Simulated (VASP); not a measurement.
Data:

```yaml
crystal:
  lattice:
    - [4.20160, 2.09924, 2.09924]
    - [2.09924, 4.20160, 2.09924]
    - [2.09924, 2.09924, 4.20160]
  atoms:
    - { symbol: Ni, position: [0.00000, 0.00000, 0.00000], spin: 1.3 }
    - { symbol: Ni, position: [0.50000, 0.50000, 0.50000], spin: -1.3 }
    - { symbol: O, position: [0.25000, 0.25000, 0.25000] }
    - { symbol: O, position: [0.75000, 0.75000, 0.75000] }
```

Calculation: PBE GGA with D4 dispersion, VASP's PBE PAW potentials (set 64) (plane waves; VASP). Run with 520 eV cut-off, 9×9×9 Γ-centred mesh, Gaussian smearing of 0.050 eV, potentials Ni O.

Question: Predict the cell moment, energy per atom (σ→0), pressure.

Answer: 
- cell moment: 0.00 μB
- energy per atom (σ→0): -6.179 eV/atom
- pressure: -4.35 GPa

Question: Give the moment on each site (PAW-sphere projection).

Answer: 
| site | moment (μB) |
|---|---|
| Ni1 | 1.35 |
| Ni2 | -1.35 |
| O3 | 0.00 |
| O4 | 0.00 |

Total energies compare only between runs with the same potentials, cut-off and functional.

The compound is NiO in the rock salt, AFM-II order structure. This cell is one point of a volume scan, at 1.03 of the reference volume.
